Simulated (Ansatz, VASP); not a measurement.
**Cross-check of C (amorphous carbon) between VASP and Ansatz**

Wanted: the spread between two codes on one cell, functional and k mesh. Of the first pair: The structure shown is the start of the Ansatz relaxation below; VASP solves that cell, so the two are compared at the walk's first step.

Program: Ansatz 0.2.0. Level of theory: plane waves, with VASP 6.6.1 beside it; RPBE. Results are calculated unless marked as measured.

## Step 1: Starting point

The cell holds 111 atoms: 111 C. Its edges and angles: a = 8.512 Å, b = 8.726 Å, c = 8.750 Å, α = 91.6°, β = 86.6°, γ = 90.4°. As first built, before any earlier steps moved the atoms or strained the cell (in the runner's words): 111 atoms (111 C) placed at random at 3.18 g/cm^3, melted at 6000 K for 10 ps at fixed volume with the Tersoff potential (Tersoff, Phys. Rev. B 39, 5566 (1989)). Quenched from 6000 K to 300 K at 100 K/ps and fixed volume, annealed at 1500 K for 20 ps, held 5 ps.

## Step 2: Ansatz: relaxation, RPBE

Ansatz runs on its default PAW (the set named soft_2) files.

The two programs are compared at the cell with which this relaxation starts, whose forces are those of its first step.

input.yaml

```yaml
crystal:
  lattice:
    - [8.5081, -0.02698, 0.25545]
    - [-0.02698, 8.7255, -0.12205]
    - [0.25545, -0.12205, 8.74573]
  atoms:
    - { symbol: C, position: [0.80748, 0.42627, 0.37668] }
    - { symbol: C, position: [0.9257, 0.70381, 0.34518] }
    - { symbol: C, position: [0.55447, 0.95179, 0.32019] }
    - { symbol: C, position: [0.7244, 0.13094, 0.19995] }
    - { symbol: C, position: [0.13682, 0.48854, 0.23344] }
    - { symbol: C, position: [0.06183, 0.16268, 0.61777] }
    - { symbol: C, position: [0.94264, 0.94923, 0.72032] }
    - { symbol: C, position: [0.22447, 0.61208, 0.98868] }
    - { symbol: C, position: [0.13713, 0.08797, 0.87584] }
    - { symbol: C, position: [0.76335, 0.4252, 0.9229] }
    - { symbol: C, position: [0.57625, 0.12475, 0.3069] }
    - { symbol: C, position: [0.51606, 0.4256, 0.37929] }
    - { symbol: C, position: [0.6476, 0.36076, 0.40923] }
    - { symbol: C, position: [0.81212, 0.93555, 0.98376] }
    - { symbol: C, position: [0.45495, 0.38554, 0.94773] }
    - { symbol: C, position: [0.03388, 0.09291, 0.01435] }
    - { symbol: C, position: [0.94089, 0.36553, 0.46757] }
    - { symbol: C, position: [0.90362, 0.22014, 0.55566] }
    - { symbol: C, position: [0.518, 0.28488, 0.83368] }
    - { symbol: C, position: [0.54841, 0.49093, 0.12895] }
    - { symbol: C, position: [0.17036, 0.75214, 0.52539] }
    - { symbol: C, position: [0.74718, 0.98638, 0.52229] }
    - { symbol: C, position: [0.41133, 0.07202, 0.05118] }
    - { symbol: C, position: [0.16167, 0.59316, 0.81663] }
    - { symbol: C, position: [0.78252, 0.41501, 0.7485] }
    - { symbol: C, position: [0.79986, 0.77023, 0.94123] }
    - { symbol: C, position: [0.14085, 0.07004, 0.33558] }
    - { symbol: C, position: [0.61827, 0.05296, 0.64532] }
    - { symbol: C, position: [0.79953, 0.12712, 0.45426] }
    - { symbol: C, position: [0.33768, 0.83597, 0.50704] }
[... 75 atom lines left out ...]
    - { symbol: C, position: [0.05448, 0.06789, 0.73283] }
    - { symbol: C, position: [0.67176, 0.512, 0.66269] }
    - { symbol: C, position: [0.66, 0.54536, 0.00658] }
    - { symbol: C, position: [0.53385, 0.33365, 0.07828] }
    - { symbol: C, position: [0.55188, 0.82413, 0.77154] }
    - { symbol: C, position: [0.82234, 0.40498, 0.20743] }
kpoints:
  mp_grid: { grid: [2, 2, 2] }
hamiltonian:
  xc: rpbe
scf:
  occupations: { method: gaussian, width: 0.05 }
output:
  forces: true
  eigenvalues: true
  stress: true
relax:
  f_tol: 0.05
  max_steps: 70
```

On the command line:

```
$ ansatz run input.yaml --threads 4 --pin off --max-ram 8192MiB --backend cpu --events-out ev --progress --plain --runs-dir out
```

Numbers of over 12 decimals in the logs are rounded to 6 here.

The log of the run:

```text
Warning: output.stress: scf.convergence.dr2_threshold = 1e-7 eV (the SCF's general default) is looser than the 1.08e-8 eV advised for a printed stress (1e-10 eV for each atom of the cell: 111, of which 108 are counted). What an SCF threshold leaves in a stress goes as its square root, and in the free energy as the threshold itself, and one threshold admits the most on a small cell: [figures from the program's tests c [...]
Engine: ansatz 0.2.0, aarch64-unknown-linux-gnu
Pseudopotentials: kind: paw
Pseudopotential: C, paw, valence charge 4, recommended cutoff 420 eV (normal), C.paw.azcp
Functional definition: RPBE
  parameter kappa = 0.804
  parameter beta = 0.066725
  exchange = rpbe_x(kappa = kappa, mu = beta*pi^2/3)
  correlation = pbe_c(beta = beta)
Crystal: 111 atoms, lattice volume = 648.560 Å³
Basis set: ecut = 420 eV, 12691 PW (Γ), exchange–correlation on 120×120×120 points (8 copies of the dense FFT grid, shifted against one another)
Bands: 333, of which v1, the nominal top of the filled ones, is band 222 counted from 1 (221 counted from 0)
Symmetry: 1 space group operations
Space group: P1 (ITA 1), of the structure as read, at distance tolerance 8.7e-5 Å
k-points: 8
Non-local potential: C, projectors of the file, l = 0: 2, l = 1: 2, l = 2: 1
PAW form: soft (Blöchl's): semilocal exchange-correlation on the pseudo side does not see the compensation charge
PAW frozen core: C, regenerated for the run's functional, and the local potential with it (the file was generated under x = pbe(κ = 0.804, μ = 0.219515), c = pbe(β = 0.066725))
PAW one-centre angular grid: C, 110 points (default); XC on 64 Gauss nodes
Initial density: superposition of atomic densities (neutral atoms: chi_scale 0, normalization atom), corrected by the library's trained network
Initial wavefunctions: pseudopotential atomic-orbital guess
Functional: x = rpbe, c = pbe(β = 0.066725)
SCF iter   1: F=—  HF=-27908.949725 eV  |F-HF|=—  |Δ(HF+E_count)|=         —  Δρ=2.07e-2  dr2=5.85e0  ethr=1.77e-3  ⟨swp⟩=6.4  Hψ=10986  notcnv=0  defer=732
preconditioner: auto → Resta (q_TF=auto, 2.561 Å⁻¹)  ε∞=4.4  [insulator: Δε(μ)=0.363 eV  Ē_g=16.611 eV  σ=0.050 eV  W_gap=1.00  n_scr=178 (ndim 8)  ℏωp=30.7 eV  f_vac=0.001  D(μ)=0.00/eV (n_scr^D=0)  ε∞_Penn≈4.4]
SCF iter   2: F=—  HF=-27908.316583 eV  |F-HF|=—  |Δ(HF+E_count)|=   6.33e-1  Δρ=9.53e-3  dr2=1.00e0  ethr=1.32e-3  ⟨swp⟩=1.6  Hψ=3069  notcnv=0  defer=800
SCF iter   3: F=—  HF=-27908.163943 eV  |F-HF|=—  |Δ(HF+E_count)|=   1.53e-1  Δρ=4.22e-3  dr2=2.16e-1  ethr=2.26e-4  ⟨swp⟩=3.0  Hψ=3073  notcnv=0  defer=826
SCF iter   4: F=—  HF=-27908.126252 eV  |F-HF|=—  |Δ(HF+E_count)|=   3.77e-2  Δρ=9.22e-4  dr2=7.22e-3  ethr=4.86e-5  ⟨swp⟩=2.0  Hψ=2812  notcnv=0  defer=826
SCF iter   5: F=—  HF=-27908.124982 eV  |F-HF|=—  |Δ(HF+E_count)|=   1.27e-3  Δρ=4.08e-4  dr2=2.83e-3  ethr=1.63e-6  ⟨swp⟩=2.2  Hψ=4181  notcnv=0  defer=821
SCF iter   6: F=—  HF=-27908.124972 eV  |F-HF|=—  |Δ(HF+E_count)|=   9.68e-6  Δρ=2.60e-4  dr2=8.28e-4  ethr=6.37e-7  ⟨swp⟩=2.0  Hψ=1846  notcnv=0  defer=821
SCF iter   7: F=-27908.124919 eV  HF=-27908.124953 eV  |F-HF|=3.43e-5  |Δ(HF+E_count)|=   1.90e-5  Δρ=5.28e-5  dr2=4.08e-5  ethr=1.41e-8  ⟨swp⟩=15.1  Hψ=15953  notcnv=0
SCF 1 converged in 7 iterations: F = -27908.124919 eV  dr2 = 4.08e-5
  greatest PAW one-centre occupation: 0.718 electrons in one spin orbital (limit 2), on the C atom at site 89 (counted from 0), in its partial waves of l = 0
relax step   1: F+E_penalty+E_count = -27908.12491911 eV  Δ(F+E_penalty+E_count) = +0.000e0 eV  max|allowed force component| = 1.407e0 eV/Å  Δτ_max = 0.0000 Å  (7 SCF iters, dr2 threshold 6.25e-5 eV, accepted)
Initial density: handed on by an earlier stage of this run
Initial wavefunctions: those handed on with the density
iter 1 solved again at ethr=8.32e-5 eV; its pass at ethr=3.10e-3 eV (dr2=3.69e-1 eV) is discarded
SCF iter   1: F=—  HF=-27908.849983 eV  |F-HF|=—  |Δ(HF+E_count)|=         —  Δρ=7.50e-3  dr2=3.66e-1  ethr=8.32e-5  ⟨swp⟩=2.0  Hψ=6972  notcnv=0  defer=821
[...]
- { symbol: C, position: [0.133229, 0.487100, 0.232866] }
    - { symbol: C, position: [0.072741, 0.140776, 0.561613] }
    - { symbol: C, position: [0.941881, 0.949867, 0.718510] }
    - { symbol: C, position: [0.224579, 0.614332, 0.991276] }
    - { symbol: C, position: [0.127941, 0.095755, 0.869725] }
    - { symbol: C, position: [0.765330, 0.421433, 0.920300] }
    - { symbol: C, position: [0.572961, 0.126372, 0.306237] }
    - { symbol: C, position: [0.514979, 0.429104, 0.381631] }
    - { symbol: C, position: [0.648713, 0.363739, 0.411666] }
    - { symbol: C, position: [0.811231, 0.934259, 0.985973] }
    - { symbol: C, position: [0.452706, 0.384854, 0.945080] }
    - { symbol: C, position: [0.030065, 0.094702, 0.013893] }
    - { symbol: C, position: [0.941258, 0.370177, 0.465462] }
    - { symbol: C, position: [0.913445, 0.218301, 0.545407] }
    - { symbol: C, position: [0.515001, 0.280530, 0.832307] }
    - { symbol: C, position: [0.547618, 0.490110, 0.127741] }
    - { symbol: C, position: [0.169076, 0.755685, 0.525853] }
    - { symbol: C, position: [0.747206, 0.986854, 0.522515] }
    - { symbol: C, position: [0.406606, 0.072923, 0.048606] }
    - { symbol: C, position: [0.164040, 0.595137, 0.818818] }
    - { symbol: C, position: [0.792238, 0.403743, 0.748384] }
    - { symbol: C, position: [0.798211, 0.767607, 0.943275] }
    - { symbol: C, position: [0.130116, 0.074734, 0.377436] }
    - { symbol: C, position: [0.623133, 0.054184, 0.644400] }
[...]
- { symbol: C, position: [0.121548, 0.724184, 0.099835] }
    - { symbol: C, position: [0.308523, 0.074086, 0.379463] }
    - { symbol: C, position: [0.030685, 0.089523, 0.726654] }
    - { symbol: C, position: [0.680030, 0.499064, 0.661392] }
    - { symbol: C, position: [0.660527, 0.543942, 0.0014856] }
    - { symbol: C, position: [0.533092, 0.330508, 0.079372] }
    - { symbol: C, position: [0.552101, 0.823630, 0.775086] }
    - { symbol: C, position: [0.822757, 0.405291, 0.207304] }
```

## Step 3: VASP: single point, RPBE, start cell, pair 1

The same cell, functional, mesh and smearing now go to VASP, with its own data sets.

Lines of VASP's logs that name or quote its potential files are left out, and so is its time.

INCAR

```
SYSTEM = C
PREC = Accurate
ENCUT = 520
EDIFF = 1E-06
NELM = 120
ISMEAR = 0
SIGMA = 0.05
LREAL = Auto
ALGO = Normal
GGA = RP
NBANDS = 304
LORBIT = 11
LWAVE = .FALSE.
LCHARG = .FALSE.
ISIF = 2
LASPH = .TRUE.
GGA_COMPAT = .FALSE.
KPAR = 8
```

POSCAR

```
C
1.0
    8.5081000000     -0.0269800000      0.2554500000
   -0.0269800000      8.7255000000     -0.1220500000
    0.2554500000     -0.1220500000      8.7457300000
C
111
Direct
    0.8074749385      0.4262746763      0.3766818037
    0.9256958870      0.7038111530      0.3451777195
    0.5544699559      0.9517894935      0.3201935753
    0.7243985015      0.1309436162      0.1999528994
    0.1368166115      0.4885430401      0.2334369886
    0.0618327790      0.1626803302      0.6177711810
    0.9426433265      0.9492347733      0.7203236169
    0.2244748743      0.6120824255      0.9886839124
    0.1371327085      0.0879716644      0.8758452858
    0.7633452813      0.4251944876      0.9228959086
    0.5762472639      0.1247497245      0.3068952895
    0.5160601949      0.4256049900      0.3792956691
    0.6475941607      0.3607608094      0.4092286097
    0.8121247932      0.9355543433      0.9837631769
    0.4549550353      0.3855418923      0.9477353090
    0.0338784699      0.0929075966      0.0143481581
    0.9408940535      0.3655323513      0.4675723853
    0.9036208265      0.2201361284      0.5556583240
    0.5180031219      0.2848806884      0.8336806408
    0.5484075280      0.4909327723      0.1289460848
    0.1703650749      0.7521425412      0.5253854440
    0.7471813094      0.9863852656      0.5222915476
    0.4113337896      0.0720238872      0.0511810105
    0.1616690209      0.5931615523      0.8166267443
    0.7825241005      0.4150096393      0.7484973976
    0.7998545466      0.7702318219      0.9412346311
    0.1408500755      0.0700426733      0.3355773110
    0.6182674174      0.0529646012      0.6453238229
    0.7995307886      0.1271232974      0.4542645678
    0.3376817624      0.8359744855      0.5070439952
[... 75 atom lines left out ...]
    0.0544809433      0.0678943671      0.7328341203
    0.6717634162      0.5120056409      0.6626877715
    0.6599983966      0.5453567231      0.0065819774
    0.5338447123      0.3336493840      0.0782840627
    0.5518793120      0.8241311718      0.7715431004
    0.8223383860      0.4049743849      0.2074338886
```

KPOINTS

```
Automatic mesh
0
Gamma
2 2 2
0 0 0
```

PAW data sets: C (PBE family, release 64).

On the command line:

```
$ mpirun -np 16 vasp_std
```

The log of the run:

```text
[banner, memory and clock lines left out]
running   16 mpi-ranks, on    1 nodes
[...]
|                                                                             |
|           W    W    AA    RRRRR   N    N  II  N    N   GGGG   !!!           |
|           W    W   A  A   R    R  NN   N  II  NN   N  G    G  !!!           |
|           W    W  A    A  R    R  N N  N  II  N N  N  G       !!!           |
|           W WW W  AAAAAA  RRRRR   N  N N  II  N  N N  G  GGG   !            |
|           WW  WW  A    A  R   R   N   NN  II  N   NN  G    G                |
|           W    W  A    A  R    R  N    N  II  N    N   GGGG   !!!           |
|                                                                             |
|     For optimal performance we recommend to set                             |
|       NCORE = 2 up to number-of-cores-per-socket                            |
|     NCORE specifies how many cores store one orbital (NPAR=cpu/NCORE).      |
|     This setting can greatly improve the performance of VASP for DFT.       |
[...]
|                                                                             |
|     You enforced a specific xc type in the INCAR file but a different       |
|     [... a line on the potential file left out ...]
|     I HOPE YOU KNOW WHAT YOU ARE DOING!                                     |
|                                                                             |

 LDA part: xc-table for (Slater+PW92), standard interpolation
 POSCAR, INCAR and KPOINTS ok, starting setup
[...]
entering main loop
       N       E                     dE             d eps       ncg     rms          rms(c)
DAV:   1     0.161491347518E+04    0.16149E+04   -0.23707E+05  4864   0.144E+03
DAV:   2    -0.789619266360E+03   -0.24045E+04   -0.22646E+04  5816   0.295E+02
DAV:   3    -0.930787884187E+03   -0.14117E+03   -0.13872E+03  6000   0.661E+01
DAV:   4    -0.933936194736E+03   -0.31483E+01   -0.31281E+01  6000   0.977E+00
[...]
DAV:  18    -0.886793678204E+03   -0.36892E-05   -0.19742E-04  6000   0.133E-02    0.188E-02
DAV:  19    -0.886793677505E+03    0.69906E-06   -0.35770E-05  5768   0.648E-03    0.340E-03
DAV:  20    -0.886793677890E+03   -0.38500E-06   -0.46484E-06  3480   0.228E-03
   1 F= -.88679368E+03 E0= -.88679294E+03  d E =-.147082E-02
```

OUTCAR, selected parts (step 3):

```text
  FREE ENERGIE OF THE ION-ELECTRON SYSTEM (eV)
  ---------------------------------------------------
  free  energy   TOTEN  =      -886.7936778904 eV

  energy  without entropy=     -886.7922070690  energy(sigma->0) =     -886.79294248
```

The run ends at a pressure of 46.23 GPa, with forces up to 1.8 eV/Å.

## Step 4: Differences

Known differences besides the potentials themselves: the cutoff is 420 eV in Ansatz and 520 eV in VASP (PREC = Accurate, projectors in real space); Ansatz makes its cores anew for this functional, VASP keeps those of its PBE data sets. Total energies have different zeros and are not compared.

Forces on 9 of the 111 atoms, those with the largest forces and the largest differences (eV/Å; atoms numbered as in POSCAR):

| atom | Ansatz x, y, z | VASP x, y, z |
| --- | --- | --- |
| C6 | -0.431, 0.662, -1.407 | -0.458, 0.682, -1.446 |
| C20 | -0.190, 0.110, 0.922 | -0.206, 0.105, 1.033 |
| C34 | -0.445, 0.028, -1.296 | -0.459, 0.033, -1.343 |
| C52 | -0.417, 0.450, -0.883 | -0.480, 0.480, -0.934 |
| C67 | 0.665, 0.277, -1.108 | 0.690, 0.287, -1.165 |
| C89 | -0.036, 1.364, 1.093 | -0.041, 1.392, 1.128 |
| C107 | 1.357, 0.425, -0.041 | 1.399, 0.436, -0.039 |
| C109 | 0.470, -1.028, 1.237 | 0.508, -1.091, 1.313 |
| C110 | 0.571, -1.196, 1.105 | 0.615, -1.223, 1.129 |

The forces differ by 22 meV/Å r.m.s., which is 4.3 % of the r.m.s. force of 0.498 eV/Å (both taken over all components).

## Step 5: Ansatz: relaxation, RPBE

This run makes the geometry at which the two programs are then compared.

The structure compared here is the end of the Ansatz relaxation.

This is the run of step 2 again, met here at its other cell.

## Step 6: VASP: single point, RPBE, relaxed atoms in a fixed cell, pair 2

The same cell, functional, mesh and smearing now go to VASP, with its own data sets.

INCAR: that of step 3 with these lines changed.

```diff
@@ -2,3 +2,3 @@
 PREC = Accurate
-ENCUT = 520
+ENCUT = 600
 EDIFF = 1E-06
```

POSCAR

```
C
1.0
    8.5081000000     -0.0269800000      0.2554500000
   -0.0269800000      8.7255000000     -0.1220500000
    0.2554500000     -0.1220500000      8.7457300000
C
111
Direct
    0.8084300000      0.4269500000      0.3765600000
    0.9270700000      0.7034600000      0.3473500000
    0.5530300000      0.9519600000      0.3217400000
    0.7211600000      0.1287200000      0.1980200000
    0.1332300000      0.4871000000      0.2328700000
    0.0727400000      0.1407800000      0.5616100000
    0.9418800000      0.9498700000      0.7185100000
    0.2245800000      0.6143300000      0.9912800000
    0.1279400000      0.0957600000      0.8697200000
    0.7653300000      0.4214300000      0.9203000000
    0.5729600000      0.1263700000      0.3062400000
    0.5149800000      0.4291000000      0.3816300000
    0.6487100000      0.3637400000      0.4116700000
    0.8112300000      0.9342600000      0.9859700000
    0.4527100000      0.3848500000      0.9450800000
    0.0300600000      0.0947000000      0.0138900000
    0.9412600000      0.3701800000      0.4654600000
    0.9134500000      0.2183000000      0.5454100000
    0.5150000000      0.2805300000      0.8323100000
    0.5476200000      0.4901100000      0.1277400000
    0.1690800000      0.7556800000      0.5258500000
    0.7472100000      0.9868500000      0.5225200000
    0.4066100000      0.0729200000      0.0486100000
    0.1640400000      0.5951400000      0.8188200000
    0.7922400000      0.4037400000      0.7483800000
    0.7982100000      0.7676100000      0.9432800000
    0.1301200000      0.0747300000      0.3774400000
    0.6231300000      0.0541800000      0.6444000000
    0.7987900000      0.1300900000      0.4528600000
    0.3359200000      0.8367000000      0.5099200000
[... 75 atom lines left out ...]
    0.0306900000      0.0895200000      0.7266500000
    0.6800300000      0.4990600000      0.6613900000
    0.6605300000      0.5439400000      0.0014900000
    0.5330900000      0.3305100000      0.0793700000
    0.5521000000      0.8236300000      0.7750900000
    0.8227600000      0.4052900000      0.2073000000
```

KPOINTS is that of step 3.

On the command line:

```
$ mpirun -np 16 vasp_std
```

The log of the run:

```text
[banner, memory and clock lines left out]
running   16 mpi-ranks, on    1 nodes
[...]
[... a notice as in an earlier step ...]

 [... a notice as in an earlier step ...]

 LDA part: xc-table for (Slater+PW92), standard interpolation
 POSCAR, INCAR and KPOINTS ok, starting setup
[...]
entering main loop
       N       E                     dE             d eps       ncg     rms          rms(c)
DAV:   1     0.176600675281E+04    0.17660E+04   -0.25875E+05  4864   0.161E+03
DAV:   2    -0.775468282143E+03   -0.25415E+04   -0.23923E+04  5800   0.309E+02
DAV:   3    -0.928831869400E+03   -0.15336E+03   -0.15064E+03  5976   0.689E+01
DAV:   4    -0.932369438924E+03   -0.35376E+01   -0.35131E+01  5960   0.103E+01
[...]
DAV:  21    -0.888351873452E+03   -0.27038E-05   -0.10956E-04  4840   0.721E-03    0.290E-02
DAV:  22    -0.888351868769E+03    0.46828E-05   -0.19573E-05  3584   0.345E-03    0.878E-03
DAV:  23    -0.888351868545E+03    0.22446E-06   -0.58596E-07  2904   0.112E-03
   1 F= -.88835187E+03 E0= -.88834607E+03  d E =-.115968E-01
```

OUTCAR, selected parts (step 6):

```text
  FREE ENERGIE OF THE ION-ELECTRON SYSTEM (eV)
  ---------------------------------------------------
  free  energy   TOTEN  =      -888.3518685449 eV

  energy  without entropy=     -888.3402717496  energy(sigma->0) =     -888.34607015
```

The run ends at a pressure of 39.47 GPa, with forces up to 0.078 eV/Å.

## Step 7: Differences

What differs besides the data sets and the points named for the pairs above, as far as they apply: the cutoff is 420 eV in Ansatz and 600 eV in VASP (PREC = Accurate, projectors in real space). Total energies have different zeros and are not compared.

The two programs side by side:

| quantity | Ansatz | VASP | difference |
| --- | --- | --- | --- |
| pressure (GPa) | 39.52 | 39.47 | +0.05 |

The largest component of a force difference here is 76 meV/Å.

## Step 8: What came out

| Property | Result |
| --- | --- |
| r.m.s. force difference (single point, RPBE, start cell, pair 1) | 4.3 % of the r.m.s. force |
| r.m.s. force difference (single point, RPBE, relaxed atoms in a fixed cell, pair 2) | 18 meV/Å |

In words: The r.m.s. force difference is 18 meV/Å (single point, RPBE, relaxed atoms in a fixed cell, pair 2), beyond the 12 meV/Å picked in this series as the mark of a large difference. What causes the difference of the single point, RPBE, start cell, pair 1 pair stays open here. What causes the difference of the single point, RPBE, relaxed atoms in a fixed cell, pair 2 pair stays open here. How closely two codes agree says nothing of how well the functional describes the real material.

[Lines on the potential files, build, host, timing and source positions are cut from VASP's logs without a mark.]

[Logs are printed without paths, hosts, clocks, repeated set-up lines and the standing remarks that a program may print on its own settings, such as how far it seeks lower states.]

[Hosts, paths, dates, database ids (printed as entryN), source tags and the programs' standing remarks are cut or masked in the printed files.]
